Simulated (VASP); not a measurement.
These are LDA (Ceperley-Alder, Perdew-Zunger), VASP's LDA PAW potentials (set 64) (plane waves; VASP 6.6.1) values and carry that method's errors.

VASP ran on this input.

INCAR:
```
SYSTEM=Al
PREC=Accurate; ENCUT=400; LREAL=.FALSE.
LASPH=.TRUE.
EDIFF=1E-6; NELM=100; ALGO=Normal
ISMEAR=1; SIGMA=0.1
IBRION=2; NSW=60; ISIF=3
EDIFFG=-0.01
LWAVE=.FALSE.; LCHARG=.FALSE.
```

### POSCAR
```
Al
1.0
  0.0000000000   2.0194650000   2.0194650000
  2.0194650000   0.0000000000   2.0194650000
  2.0194650000   2.0194650000   0.0000000000
Al
1
direct
  0.0000000000   0.0000000000   0.0000000000
```

### KPOINTS
```
Automatic mesh
0
Gamma
14 14 14
0 0 0
```

POTCAR, in this order: Al (LDA.64 set). Program: vasp_std.

The run wrote:

### OSZICAR
```
       N       E                     dE             d eps       ncg     rms          rms(c)
DAV:   1    -0.275809780062E+01   -0.27581E+01   -0.71529E+02  1245   0.247E+02
DAV:   2    -0.419497990743E+01   -0.14369E+01   -0.13230E+01  1385   0.263E+01
DAV:   3    -0.420594066598E+01   -0.10961E-01   -0.10953E-01  1335   0.242E+00
DAV:   4    -0.420597012887E+01   -0.29463E-04   -0.29463E-04  1420   0.122E-01
DAV:   5    -0.420597024215E+01   -0.11328E-06   -0.11276E-06  1365   0.610E-03    0.137E+00
DAV:   6    -0.418807373215E+01    0.17897E-01   -0.27405E-03  1245   0.329E-01    0.772E-01
DAV:   7    -0.417653623074E+01    0.11538E-01   -0.68414E-03  1240   0.510E-01    0.160E-01
DAV:   8    -0.417651330445E+01    0.22926E-04   -0.32277E-05  1365   0.578E-02    0.139E-02
DAV:   9    -0.417651310015E+01    0.20430E-06   -0.23139E-07  1100   0.327E-03
   1 F= -.41765131E+01 E0= -.41766089E+01  d E =-.417651E+01
       N       E                     dE             d eps       ncg     rms          rms(c)
DAV:   1    -0.418534851833E+01   -0.88352E-02   -0.13451E-01  1325   0.231E+00    0.299E-01
DAV:   2    -0.418458324973E+01    0.76527E-03   -0.78899E-04  1105   0.237E-01    0.115E-01
DAV:   3    -0.418409225024E+01    0.49100E-03   -0.19957E-04  1320   0.839E-02    0.346E-02
DAV:   4    -0.418406781498E+01    0.24435E-04   -0.12963E-05  1370   0.216E-02    0.223E-02
DAV:   5    -0.418406772071E+01    0.94260E-07   -0.81707E-08   710   0.294E-03
   2 F= -.41840677E+01 E0= -.41841366E+01  d E =-.755462E-02
       N       E                     dE             d eps       ncg     rms          rms(c)
DAV:   1    -0.418432300865E+01   -0.25519E-03   -0.26215E-03  1310   0.321E-01    0.418E-02
DAV:   2    -0.418430785494E+01    0.15154E-04   -0.15520E-05  1110   0.334E-02    0.165E-02
DAV:   3    -0.418429807911E+01    0.97758E-05   -0.39536E-06  1310   0.117E-02    0.478E-03
DAV:   4    -0.418429762881E+01    0.45031E-06   -0.22331E-07   635   0.290E-03
   3 F= -.41842976E+01 E0= -.41843863E+01  d E =-.778453E-02
```

**OUTCAR**
```
------------------------ aborting loop because EDIFF is reached ----------------------------------------
  FORCE on cell =-STRESS in cart. coord.  units (eV):
  Direction    XX          YY          ZZ          XY          YZ          ZX
  --------------------------------------------------------------------------------------
  Total        0.0006877      0.0006877      0.0006877      0.0000000      0.0000000     -0.0000000
  in kB        0.0698914      0.0698914      0.0698914      0.0000000      0.0000000     -0.0000000
  external PRESSURE =       0.0698914 kB  Pullay stress =       0.0000000 kB
  volume of cell :       15.77
      direct lattice vectors                 reciprocal lattice vectors
     0.000000000  1.990168572  1.990168572    -0.251234999  0.251234999  0.251234999
     1.990168572  0.000000000  1.990168572     0.251234999 -0.251234999  0.251234999
     1.990168572  1.990168572  0.000000000     0.251234999  0.251234999 -0.251234999
 POSITION                                       TOTAL-FORCE (eV/Angst)
 -----------------------------------------------------------------------------------
      0.00000      0.00000      0.00000         0.000000      0.000000      0.000000
 -----------------------------------------------------------------------------------
    total drift:                                0.000000      0.000000     -0.000000
  FREE ENERGIE OF THE ION-ELECTRON SYSTEM (eV)
  ---------------------------------------------------
  free  energy   TOTEN  =        -4.1842976288 eV

  energy  without entropy=       -4.1845636322  energy(sigma->0) =       -4.18438630

 reached required accuracy - stopping structural energy minimisation
```
(Selected blocks of OUTCAR.)

CONTCAR:
```
Al
   1.00000000000000
     0.0000000000000000    1.9901685717133692    1.9901685717133692
     1.9901685717133692    0.0000000000000000    1.9901685717133692
     1.9901685717133692    1.9901685717133692    0.0000000000000000
  Al
     1
Direct
     0.0000000000000000    0.0000000000000000    0.0000000000000000
```

Energy and stress use the plane-wave basis of the starting cell.

The structure comes from a computed database's Al entry (Fm-3m); how it stands against other phases isn't given here. This run relaxes it. Symmetry was kept, so distortions that lower it aren't found.
